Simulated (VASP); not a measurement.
GeB2C2, 5 atoms in the cell. Symmetry: P4/mmm, No. 123, tetragonal system. The conventional cell has a = 3.985 Å, b = 3.985 Å, c = 3.695 Å, α = 90.00°, β = 90.00°, γ = 90.00°. Around Ge (site symmetry 4/mmm) lie 8 C at 2.72 Å and 4 B at 2.82 Å. B (site symmetry 4/mmm) is surrounded by 2 B at 1.85 Å. B (site symmetry 4/mmm) is surrounded by 2 B at 1.85 Å and 4 C at 1.99 Å. C (site symmetry mmm) is surrounded by 2 B at 1.99 Å. The cell was built by a generator and needn't be a form met in nature.

```yaml
Program: VASP 6.6.1
Task: relaxation of cell and atoms
Functional: PBE
Potentials_or_basis: VASP PAW PBE potentials, release 64 (Ge_d, B, C)
Cutoff: 520 eV
k_mesh: 4 × 4 × 5
Occupations: gaussian, width 0.15 eV
Spin: no spin polarisation
Further_INCAR_settings: PREC = Normal; ALGO = Fast; EDIFF = 0.0001; IBRION = 2; EDIFFG = -0.08; NSW = 24; ISIF = 3
```

Potentials or basis: VASP PAW PBE potentials, release 64 (Ge_d, B, C).

Run with:

```bash
$ cat potpaw_PBE.64/Ge_d/POTCAR potpaw_PBE.64/B/POTCAR potpaw_PBE.64/C/POTCAR > POTCAR
$ mpirun -np 2 vasp_std > vasp.out
```

Hardware: 2 MPI ranks on Intel(R) Xeon(R) Platinum 8559C (Emerald Rapids) (shared host).

Q: How long does it take, and how much memory?

A: It took 32 s on 2 MPI ranks on Intel(R) Xeon(R) Platinum 8559C (Emerald Rapids) (shared host), peak memory 0.13 GiB a rank. Counts: scf iterations 43, k points 18, ion steps 6.
